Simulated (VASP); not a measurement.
Here is a VASP 6.6.1 calculation.

File INCAR:

```
SYSTEM = LaAs
ALGO = Normal ; EDIFF = 1E-6
EDIFFG = -0.005 ; ENCUT = 600
GGA = CA ; IBRION = 2
ISIF = 3 ; ISMEAR = 0
LASPH = .TRUE. ; LCHARG = .FALSE.
LREAL = .FALSE. ; LWAVE = .FALSE.
NELM = 80 ; NSW = 70
PREC = Accurate ; SIGMA = 0.1
```

Contents of KPOINTS:

```
k-points
0
G
  12 12 12
  0 0 0
```

Contents of POSCAR:

```
LaAs
1.0
    0.0000000000      3.0977962667      3.0977962667
    3.0977962667      0.0000000000      3.0977962667
    3.0977962667      3.0977962667      0.0000000000
La As
1 1
Direct
    0.5000000000      0.5000000000      0.5000000000
    0.0000000000      0.0000000000      0.0000000000
```

Potentials or basis: VASP PAW LDA potentials, release 64 (La, As).

Command:

```bash
$ cat potpaw_LDA.64/La/POTCAR potpaw_LDA.64/As/POTCAR > POTCAR
$ mpirun -np 1 vasp_std > vasp.out
```

**Question.** Estimate the relaxed cell.

**Answer.** a = 4.290 Å, b = 4.290 Å, c = 4.290 Å, α = 60.00°, β = 60.00°, γ = 60.00°.

**Question.** Estimate the relaxed volume.

**Answer.** 27.91 Å³/atom.

**Question.** Estimate the band gap on the k mesh.

**Answer.** None (metal or under the smearing width).

**Question.** Estimate the space group after relaxing (to 0.05 Å).

**Answer.** Fm-3m (No. 225).

Final structure:
```cif
data_structure
_symmetry_space_group_name_H-M 'P 1'
_symmetry_Int_Tables_number 1
_cell_length_a 4.2895
_cell_length_b 4.2895
_cell_length_c 4.2895
_cell_angle_alpha 60.000
_cell_angle_beta 60.000
_cell_angle_gamma 60.000
_cell_volume 55.81
loop_
_atom_site_label
_atom_site_type_symbol
_atom_site_fract_x
_atom_site_fract_y
_atom_site_fract_z
_atom_site_occupancy
La1 La 0.50000 0.50000 0.50000 1
As1 As 0.00000 0.00000 0.00000 1
```

Spin-orbit coupling is left out, which matters for the levels of La. LDA usually gives volumes a few per cent too small.
